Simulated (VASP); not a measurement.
Ba2Tl5V3O12:

```xyz
22
Lattice="8.1542 0.0000 0.0000 -4.0771 7.0618 0.0000 0.0000 0.0000 6.9213" Properties=species:S:1:pos:R:3 pbc="T T T"
Ba    0.0000    0.0000    1.6301
Ba    0.0000    0.0000    5.2912
V     4.0771    0.0000    0.0000
V    -2.0386    3.5309    0.0000
V     2.0386    3.5309    0.0000
Tl    4.0771    0.0000    3.4606
Tl   -2.0386    3.5309    3.4606
Tl    2.0386    3.5309    3.4606
Tl    0.0000    4.7079    1.5565
Tl    4.0771    2.3539    5.3648
O     1.3636    2.4246    5.6370
O     1.2955    7.0304    5.6370
O    -2.6592    4.6685    5.6370
O     1.4179    2.3932    1.2843
O     5.4407    4.6372    1.2843
O     5.3726    0.0314    1.2843
O     2.7135    4.6372    1.2843
O     2.7816    0.0314    1.2843
O     6.7363    2.3932    1.2843
O     2.6592    4.6685    5.6370
O    -1.3636    2.4246    5.6370
O    -1.2955    7.0304    5.6370
```

The cell was built by a generator and needn't be a form met in nature.

Base run:

| Item | Value |
| --- | --- |
| Program | VASP 6.6.1 |
| Functional | PBE |
| Potentials or basis | VASP PAW PBE potentials, release 64 (Ba_sv, V_sv, Tl_d, O) |
| Cutoff | 520 eV |
| k mesh | 4 × 4 × 4 |
| Occupations | fermi-dirac, width 0.05 eV |
| Spin | collinear spin, ferromagnetic start |
| Starting moments | [0.0, 0.0, 2.0, 2.0, 2.0, 0.0, 0.0, 0.0, 0.0, 0.0, 0.0, 0.0, 0.0, 0.0, 0.0, 0.0, 0.0, 0.0, 0.0, 0.0, 0.0, 0.0] μB |

Its results: band gap on the k mesh none (metal or under the smearing width); pressure 0.7 GPa; net moment 0.00 μB per cell; largest force 0.109 eV/Å.

The run is repeated on the same cell with these changes: further incar settings from ALGO = Normal; EDIFF = 1e-06; NBANDS = 146 to ALGO = Normal; EDIFF = 1e-06; dispersion from none to TS. What comes out?

Band gap on the k mesh none (metal or under the smearing width); pressure -1.8 GPa; net moment 0.00 μB per cell; largest force 0.371 eV/Å.

Caveats: semilocal functionals often make such compounds metallic where correlation or magnetic order opens a gap, which also shifts bond lengths; atom-pairwise D2, TS and ULG terms overbind metals (some runs); pairwise dispersion overbinds metals, which lowers pressure and volume (some runs).

Not every run made on this cell is shown here.
